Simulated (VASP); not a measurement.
Calculation: PBE GGA, VASP's PBE PAW potentials (set 64) (plane waves; VASP 6.6.1).

VASP ran on this input.

KPOINTS:
```
K-points
0
G
 7 7 7
```

POSCAR:
```
GaAs
1.0
  0.0000000000   2.8805526054   2.8805526054
  2.8805526054   0.0000000000   2.8805526054
  2.8805526054   2.8805526054   0.0000000000
Ga As
1 1
Cart
  0.0000000000   0.0000000000   0.0000000000
  1.4402763027   1.4402763027   1.4402763027
```

INCAR:
```
! general
SYSTEM   =  GaAs
PREC     =  Accurate
ENCUT    =  480
LREAL    =  .False.
LASPH    =  .True.

! electronic loop
EDIFF    =  1E-6
NELM     =  100
ALGO     =  Normal
LMAXMIX  =  4

! smearing
ISMEAR   =  0
SIGMA    =  0.05

! functional
GGA      =  PE

! ions
IBRION   =  2
NSW      =  60
ISIF     =  3
EDIFFG   =  -0.01

! output
LWAVE    =  .False.
LCHARG   =  .False.
```

POTCAR, in this order: Ga As (PBE.64 set). Program: vasp_std.

The run wrote:

File OSZICAR:
```
       N       E                     dE             d eps       ncg     rms          rms(c)
DAV:   1     0.168738773499E+02    0.16874E+02   -0.34604E+03   320   0.795E+02
DAV:   2    -0.780027346981E+01   -0.24674E+02   -0.23975E+02   472   0.960E+01
DAV:   3    -0.843580903493E+01   -0.63554E+00   -0.63554E+00   368   0.186E+01
DAV:   4    -0.843768526395E+01   -0.18762E-02   -0.18762E-02   496   0.117E+00
DAV:   5    -0.843768642880E+01   -0.11649E-05   -0.11650E-05   360   0.211E-02    0.359E+00
DAV:   6    -0.830501251833E+01    0.13267E+00   -0.27195E-01   360   0.238E+00    0.211E+00
DAV:   7    -0.827763717015E+01    0.27375E-01   -0.12482E-01   416   0.184E+00    0.585E-01
DAV:   8    -0.827734096178E+01    0.29621E-03   -0.10315E-02   368   0.609E-01    0.905E-02
DAV:   9    -0.827760983566E+01   -0.26887E-03   -0.50936E-04   464   0.172E-01    0.527E-02
DAV:  10    -0.827771321316E+01   -0.10338E-03   -0.14733E-04   368   0.887E-02    0.105E-02
DAV:  11    -0.827771663843E+01   -0.34253E-05   -0.12299E-05   488   0.181E-02    0.593E-03
DAV:  12    -0.827771738021E+01   -0.74178E-06   -0.22106E-06   336   0.101E-02
   1 F= -.82777174E+01 E0= -.82777049E+01  d E =-.827772E+01
```

**OUTCAR**
```
------------------------ aborting loop because EDIFF is reached ----------------------------------------
  FORCE on cell =-STRESS in cart. coord.  units (eV):
  Direction    XX          YY          ZZ          XY          YZ          ZX
  --------------------------------------------------------------------------------------
  Total       -0.0030443     -0.0030443     -0.0030443      0.0000000      0.0000000     -0.0000000
  in kB       -0.1020319     -0.1020319     -0.1020319      0.0000000      0.0000000     -0.0000000
  external PRESSURE =      -0.1020319 kB  Pullay stress =       0.0000000 kB
  volume of cell :       47.80
      direct lattice vectors                 reciprocal lattice vectors
     0.000000000  2.880552605  2.880552605    -0.173577806  0.173577806  0.173577806
     2.880552605  0.000000000  2.880552605     0.173577806 -0.173577806  0.173577806
     2.880552605  2.880552605  0.000000000     0.173577806  0.173577806 -0.173577806
  FREE ENERGIE OF THE ION-ELECTRON SYSTEM (eV)
  ---------------------------------------------------
  free  energy   TOTEN  =        -8.2777173802 eV

  energy  without entropy=       -8.2776924872  energy(sigma->0) =       -8.27770493

 reached required accuracy - stopping structural energy minimisation
```
(Selected blocks of OUTCAR.)

The compound is GaAs in the zinc blende structure. It was relaxed first, which changed the volume by +6 %. The start is the result of an earlier pass.
